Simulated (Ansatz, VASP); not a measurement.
# Cross-check of Si3N4 between VASP and Ansatz, part 2 of 2

Aim: how closely do two programs agree when they are given the same cell, functional and k mesh? The cell is taken from a series of runs on this material, whose earlier steps may have relaxed, scaled, displaced or heated it; both programs get it as it stands.

VASP 6.6.1 and Ansatz 0.2.0.

So far: Set-up; Ansatz: G0W0 gap, PBE.

### 3. VASP: G0W0 gap, PBE

Level of this step: G0W0 on PBE; plane waves and PAW (Si_GW, N_GW) (VASP).

The same cell, functional and mesh now go to VASP, with its own data sets.

Lines of VASP's logs that name or quote its potential files are left out, and so is its time.

The run reads the wave functions of an earlier VASP run, which isn't shown here.

File INCAR:

```
SYSTEM = Si3N4
PREC = Accurate
ENCUT = 450
ISMEAR = 0
SIGMA = 0.01
LREAL = .FALSE.
GGA = PE
NBANDS = 362
ALGO = EVGW0
NELMGW = 1
ENCUTGW = 100
NOMEGA = 64
PRECFOCK = Fast
NBANDSGW = 40
LWAVE = .FALSE.
LCHARG = .FALSE.
```

File POSCAR:

```
Si3N4
1.0
    7.6044000000      0.0000000000      0.0000000000
   -3.8022000000      6.5856035805      0.0000000000
    0.0000000000      0.0000000000      2.9063000000
Si N
6 8
Direct
    0.7684770000      0.1745570000      0.2500000000
    0.5939200000      0.7684770000      0.7500000000
    0.8254430000      0.5939200000      0.2500000000
    0.2315230000      0.8254430000      0.7500000000
    0.4060800000      0.2315230000      0.2500000000
    0.1745570000      0.4060800000      0.7500000000
    0.0305000000      0.3302400000      0.2500000000
    0.7002600000      0.0305000000      0.7500000000
    0.6697600000      0.7002600000      0.2500000000
    0.9695000000      0.6697600000      0.7500000000
    0.2997400000      0.9695000000      0.2500000000
    0.3302400000      0.2997400000      0.7500000000
    0.6666666667      0.3333333333      0.2500000000
    0.3333333333      0.6666666667      0.7500000000
```

File KPOINTS:

```
Automatic mesh
0
Gamma
3 3 4
0 0 0
```

The projector-augmented-wave data sets are Si_GW and N_GW (PBE family, release 64).

Run with:

```sh
$ export OMP_NUM_THREADS=3
$ mpirun -np 1 vasp_std
```

Numbers of over 12 decimals in the logs are rounded to 6 here.

Log:

```text
[banner, memory and clock lines left out]
running    1 mpi-ranks, on    1 nodes
 distrk:  each k-point on    1 cores,    1 groups
 distr:  one band on    1 cores,    1 groups
 Offloading initialized ...    1 GPUs detected
 POSCAR found type information on POSCAR SiN
 POSCAR found :  2 types and      14 ions
|                                                                             |
|           W    W    AA    RRRRR   N    N  II  N    N   GGGG   !!!           |
|           W    W   A  A   R    R  NN   N  II  NN   N  G    G  !!!           |
|           W    W  A    A  R    R  N N  N  II  N N  N  G       !!!           |
|           W WW W  AAAAAA  RRRRR   N  N N  II  N  N N  G  GGG   !            |
|           WW  WW  A    A  R   R   N   NN  II  N   NN  G    G                |
|           W    W  A    A  R    R  N    N  II  N    N   GGGG   !!!           |
|                                                                             |
|     The default for ENCUTGWSOFT is different in this version of VASP.       |
|     please manually set ENCUTGWSOFT =100 in the INCAR file.                 |
|                                                                             |

 LDA part: xc-table for (Slater+PW92), standard interpolation
 found WAVECAR, reading the header
 POSCAR, INCAR and KPOINTS ok, starting setup
 FFT: planning ... GRIDC
 FFT: planning ... GRID_SOFT
 FFT: planning ... GRID
 reading WAVECAR
 the WAVECAR file was read successfully
 initial charge from wavefunction
 available memory per node:   1660.90 GB, setting MAXMEM to   1700760

 The Fermi energy was updated, please check that it is located mid-gap
 values below the HOMO (VB) or above the LUMO (CB) will cause erroneous energies
 E-fermi :   8.5928

 calculate exact exchange contribution
 the WAVEDER file was read successfully
energies w=
    0.000    0.000    0.622    0.000    1.242    0.000    1.860    0.000
    2.473    0.000    3.082    0.000    3.684    0.000    4.279    0.000
    4.867    0.000    5.447    0.000    6.019    0.000    6.582    0.000
    7.139    0.000    7.687    0.000    8.229    0.000    8.765    0.000
    9.295    0.000    9.820    0.000   10.341    0.000   10.859    0.000
   11.376    0.000   11.891    0.000   12.407    0.000   12.924    0.000
   13.444    0.000   13.968    0.000   14.498    0.000   15.035    0.000
   15.581    0.000   16.137    0.000   16.706    0.000   17.289    0.000
   17.889    0.000   18.508    0.000   19.150    0.000   19.818    0.000
   20.514    0.000   21.243    0.000   22.011    0.000   22.821    0.000
   23.681    0.000   24.597    0.000   25.578    0.000   26.634    0.000
   27.777    0.000   29.020    0.000   30.382    0.000   31.883    0.000
   33.548    0.000   35.412    0.000   37.514    0.000   39.906    0.000
   42.658    0.000   45.860    0.000   49.636    0.000   54.156    0.000
   59.667    0.000   66.533    0.000   75.318    0.000   86.948    0.000
  103.052    0.000  126.784    0.000  165.164    0.000  237.608    0.000
 responsefunction array rank=     341
 LDA part: xc-table for (Slater+PW92), standard interpolation

 min. memory requirement per mpi rank   1203.0 MB, per node   1203.0 MB

 allocating  64 responsefunctions rank=   341
 shmem allocating  64 responsefunctions rank=   341
 response function shared by NCSHMEM nodes    1
 Doing            64  frequencies on each core in blocks of            64
NQ=   1    0.0000    0.0000    0.0000,
|.........|.........|.........|.........|.........|.........|.........|.........
 performed       1020000 updates of chi_q(r,r)
 total number of BLAS operations        949.75 Gflops
NQ=   2    0.3333    0.0000    0.0000,
|.........|.........|.........|.........|.........|.........|.........|.........
 performed       2649000 updates of chi_q(r,r)
 total number of BLAS operations       2447.51 Gflops
NQ=   3    0.3333    0.3333    0.0000,
|.........|.........|.........|.........|.........|.........|.........|.........
 performed       3872000 updates of chi_q(r,r)
 total number of BLAS operations       3475.16 Gflops
NQ=   4    0.0000    0.0000    0.2500,
|.........|.........|.........|.........|.........|.........|.........|.........
 performed       5095000 updates of chi_q(r,r)
 total number of BLAS operations       4573.78 Gflops
NQ=   5    0.3333    0.0000    0.2500,
|.........|.........|.........|.........|.........|.........|.........|.........
 performed       6897000 updates of chi_q(r,r)
 total number of BLAS operations       6134.95 Gflops
NQ=   6    0.3333    0.3333    0.2500,
|.........|.........|.........|.........|.........|.........|.........|.........
 performed       8236000 updates of chi_q(r,r)
 total number of BLAS operations       7323.25 Gflops
NQ=   7    0.0000    0.0000    0.5000,
|.........|.........|.........|.........|.........|.........|.........|.........
 performed       9256000 updates of chi_q(r,r)
 total number of BLAS operations       8138.84 Gflops
NQ=   8    0.3333    0.0000    0.5000,
|.........|.........|.........|.........|.........|.........|.........|.........
 performed      10885000 updates of chi_q(r,r)
 total number of BLAS operations       9540.98 Gflops
NQ=   9    0.3333    0.3333    0.5000,
|.........|.........|.........|.........|.........|.........|.........|.........
 performed      12108000 updates of chi_q(r,r)
 total number of BLAS operations      10607.05 Gflops
 resolving degeneracies of screened two electron integrals

 calculate QP shifts <psi_nk| G(iteration)W_0 |psi_nk>: iteration 1
 entering main loop
```

From OUTCAR (step 3):

```text
ion  position               nearest neighbor table
   1  0.768  0.175  0.250-  13 1.73   8 1.74   8 1.74   7 1.74   3 3.00   5 3.00   2 3.05   2 3.05
                             6 3.05   6 3.05
   2  0.594  0.768  0.750-  14 1.73   9 1.74   9 1.74   8 1.74   6 3.00   4 3.00   1 3.05   1 3.05
                             3 3.05   3 3.05
   3  0.825  0.594  0.250-  13 1.73  10 1.74  10 1.74   9 1.74   1 3.00   5 3.00   4 3.05   4 3.05
                             2 3.05   2 3.05
   4  0.232  0.825  0.750-  14 1.73  11 1.74  11 1.74  10 1.74   6 3.00   2 3.00   5 3.05   5 3.05
                             3 3.05   3 3.05
   5  0.406  0.232  0.250-  13 1.73  12 1.74  12 1.74  11 1.74   3 3.00   1 3.00   4 3.05   4 3.05
                             6 3.05   6 3.05
   6  0.175  0.406  0.750-  14 1.73   7 1.74   7 1.74  12 1.74   4 3.00   2 3.00   1 3.05   1 3.05
                             5 3.05   5 3.05
   7  0.031  0.330  0.250-   6 1.74   6 1.74   1 1.74
   8  0.700  0.031  0.750-   1 1.74   1 1.74   2 1.74
   9  0.670  0.700  0.250-   2 1.74   2 1.74   3 1.74
  10  0.969  0.670  0.750-   3 1.74   3 1.74   4 1.74
  11  0.300  0.969  0.250-   4 1.74   4 1.74   5 1.74
  12  0.330  0.300  0.750-   5 1.74   5 1.74   6 1.74
  13  0.667  0.333  0.250-   1 1.73   3 1.73   5 1.73
  14  0.333  0.667  0.750-   4 1.73   6 1.73   2 1.73

  LATTYP: Found a hexagonal cell.
 ALAT       =     7.6044000000
 C/A-ratio  =     0.3821866288

 Subroutine GETGRP returns: Found 12 space group operations
 (whereof  6 operations were pure point group operations)

The static configuration has the point symmetry S_6 .
 The point group associated with its full space group is C_6h.

 Found      9 irreducible k-points:

   k-points           NKPTS =      9   k-points in BZ     NKDIM =     36   number of bands    NBANDS=    362

   dimension x,y,z NGX =    54 NGY =   54 NGZ =   20
   dimension x,y,z NGXF=   108 NGYF=  108 NGZF=   40

   ENCUT  =  450.0 eV  33.07 Ry    5.75 a.u.  13.15 13.15  5.03*2*pi/ulx,y,z

   NELECT =      64.0000    total number of electrons

  energy-cutoff  :      450.00
  volume of cell :      145.55
      direct lattice vectors                 reciprocal lattice vectors
     7.604400000  0.000000000  0.000000000     0.131502814  0.075923185 -0.000000000
    -3.802200000  6.585603580  0.000000000     0.000000000  0.151846370  0.000000000
     0.000000000  0.000000000  2.906300000     0.000000000 -0.000000000  0.344080102

 k-points in reciprocal lattice and weights: Automatic mesh
   0.00000000  0.00000000  0.00000000       0.028
   0.33333333  0.00000000  0.00000000       0.167
   0.33333333  0.33333333  0.00000000       0.056
   0.00000000  0.00000000  0.25000000       0.056
   0.33333333  0.00000000  0.25000000       0.333
   0.33333333  0.33333333  0.25000000       0.111
   0.00000000  0.00000000  0.50000000       0.028
   0.33333333  0.00000000  0.50000000       0.167
   0.33333333  0.33333333  0.50000000       0.056

 E-fermi :   8.5928

 QP shifts <psi_nk| G(iteration)W_0 |psi_nk>: iteration 1
 for sc-GW calculations column KS-energies equals QP-energies in previous step
 and V_xc(KS)=  KS-energies - (<T + V_ion + V_H > + <T+V_H+V_ion>^1  + <V_x>^1)
 k-point   1 :       0.0000    0.0000    0.0000
  band No.  KS-energies  QP-energies   sigma(KS)   V_xc(KS)     V^pw_x(r,r')   Z            occupation Imag(sigma)
    ...
     29       5.1795       4.4212     -17.4555     -16.4987     -20.6762       0.7925       2.0000       0.0586
     30       6.0115       5.2597     -17.4804     -16.5248     -20.8182       0.7867       2.0000       0.0622
     31       6.0722       5.3729     -17.6585     -16.7733     -20.8861       0.7900       2.0000       0.0585
     32       6.2768       5.5612     -17.7408     -16.8352     -21.0905       0.7902       2.0000       0.0609
     33      10.7834      11.6799      -9.7144     -10.7960      -5.4754       0.8289       0.0000      -0.0641
     34      11.2223      11.9971     -10.7265     -11.6631      -6.8030       0.8273       0.0000      -0.0609
     35      11.3591      12.3597     -10.5060     -11.7225      -6.2872       0.8225       0.0000      -0.0652
     36      11.3591      12.3597     -10.5060     -11.7225      -6.2872       0.8225       0.0000      -0.0652
    ...

 k-point   2 :       0.3333    0.0000    0.0000
  band No.  KS-energies  QP-energies   sigma(KS)   V_xc(KS)     V^pw_x(r,r')   Z            occupation Imag(sigma)
    ...
     29       5.1134       4.3062     -17.0338     -16.0112     -20.2382       0.7894       2.0000       0.0607
     30       5.8006       5.0763     -17.5137     -16.5966     -20.7444       0.7898       2.0000       0.0593
     31       6.0992       5.3604     -17.5834     -16.6463     -20.9255       0.7884       2.0000       0.0616
     32       6.2452       5.5266     -17.7223     -16.8125     -21.0714       0.7899       2.0000       0.0610
     33      11.0220      11.9529      -9.9115     -11.0382      -5.6596       0.8261       0.0000      -0.0649
     34      11.1599      12.1037     -10.3142     -11.4580      -6.1392       0.8251       0.0000      -0.0638
     35      11.3892      12.3796     -10.3569     -11.5610      -6.1081       0.8225       0.0000      -0.0659
     36      11.6246      12.4997     -10.3082     -11.3696      -6.1571       0.8245       0.0000      -0.0647
    ...

 k-point   3 :       0.3333    0.3333    0.0000
  band No.  KS-energies  QP-energies   sigma(KS)   V_xc(KS)     V^pw_x(r,r')   Z            occupation Imag(sigma)
    ...
     29       5.3199       4.5311     -17.1681     -16.1679     -20.4136       0.7886       2.0000       0.0617
     30       5.3199       4.5311     -17.1681     -16.1679     -20.4136       0.7886       2.0000       0.0617
     31       6.1865       5.4614     -17.6759     -16.7564     -21.0228       0.7886       2.0000       0.0612
     32       6.1865       5.4614     -17.6759     -16.7564     -21.0228       0.7886       2.0000       0.0612
     33      11.1644      12.1514     -10.4894     -11.6895      -6.3587       0.8225       0.0000      -0.0638
     34      11.3148      12.2695     -10.1519     -11.3097      -5.8846       0.8246       0.0000      -0.0658
     35      11.3148      12.2695     -10.1519     -11.3097      -5.8846       0.8246       0.0000      -0.0658
     36      12.0366      13.0135     -10.3175     -11.5062      -5.9662       0.8218       0.0000      -0.0685
    ...

 k-point   4 :       0.0000    0.0000    0.2500
  band No.  KS-energies  QP-energies   sigma(KS)   V_xc(KS)     V^pw_x(r,r')   Z            occupation Imag(sigma)
    ...
     29       4.8898       4.0298     -16.9775     -15.8847     -20.3246       0.7870       2.0000       0.0657
     30       5.1424       4.3578     -17.3671     -16.3733     -20.6413       0.7895       2.0000       0.0607
     31       5.1424       4.3578     -17.3671     -16.3733     -20.6413       0.7895       2.0000       0.0607
     32       6.4022       5.7442     -17.8500     -17.0182     -21.0767       0.7911       2.0000       0.0570
     33      12.1681      13.1154     -10.3943     -11.5479      -6.0721       0.8211       0.0000      -0.0683
     34      12.1681      13.1154     -10.3943     -11.5479      -6.0721       0.8211       0.0000      -0.0683
     35      13.0431      13.7085      -9.7747     -10.5792      -5.8327       0.8271       0.0000      -0.0658
     36      13.2034      14.2911     -11.0884     -12.4246      -6.7670       0.8140       0.0000      -0.0732
    ...

[... 4 further parts left out ...]
```

### 4. Comparison

Known differences besides the potentials themselves: fixed occupations in Ansatz, narrow Gaussian smearing in VASP; VASP integrates the frequencies in full, Ansatz fits a plasmon pole; the cutoff is 420 eV in Ansatz and 450 eV in VASP; VASP leaves aspherical gradient terms in its spheres out (LASPH is not set), Ansatz keeps them; Ansatz's G0W0 levels solve the quasiparticle equation, VASP's are linearised. Total energies have different zeros and are not compared.

The two programs side by side:

| quantity | Ansatz | VASP | difference |
| --- | --- | --- | --- |
| G0W0 gap on the mesh (eV) | 5.96 | 5.94 | +0.03 |
| Kohn-Sham gap under it (eV) | 4.39 | 4.38 | +0.01 |

### 5. Results

| Property | Result |
| --- | --- |
| difference in G0W0 gap on the mesh (G0W0 gap, PBE) | 0.028 eV |

What this shows: The difference in G0W0 gap on the mesh is 0.028 eV (G0W0 gap, PBE). How closely two codes agree says nothing of how well the functional describes the real material.

[Lines on the potential files, build, host, timing and source positions are cut from VASP's logs without a mark.]

[Logs are printed without paths, hosts, clocks, repeated set-up lines and the standing remarks that a program may print on its own settings, such as how far it seeks lower states.]

[Hosts, paths, dates, database ids (printed as entryN), source tags and the programs' standing remarks are cut or masked in the printed files.]
